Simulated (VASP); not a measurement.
Here is the system:

```
CELL_PARAMETERS angstrom
      1.77873    -3.08084     0.00000
      1.77873     3.08084     0.00000
      0.00000     0.00000     5.47717
ATOMIC_POSITIONS crystal
  Ho 0.33333 0.66667 0.25000
  Ho 0.66667 0.33333 0.75000
```

The numbers are results of revTPSS meta-GGA, VASP's PBE PAW potentials (set 64) (plane waves; VASP 6.6.1), not measurements. Settings: 520 eV cut-off, 11×11×6 Γ-centred mesh, first-order Methfessel-Paxton smearing of 0.10 eV, potentials Ho_3.

The 4f electrons are frozen in the core of the lanthanide potential, so 4f levels, which can set the real gap, and their magnetism are missing.

**Question.** What does the run give for the energy per atom (σ→0), band gap (on the k-mesh) with the smallest direct gap where there is one?

**Answer.** 
| Item | Value |
|---|---|
| band gap (on the k-mesh) | none (metal, semimetal or under 0.01 eV) |
| energy per atom (σ→0) | 28.341 eV/atom |

The compound is Ho in the hcp structure. It was relaxed first. The start is the result of an earlier pass.
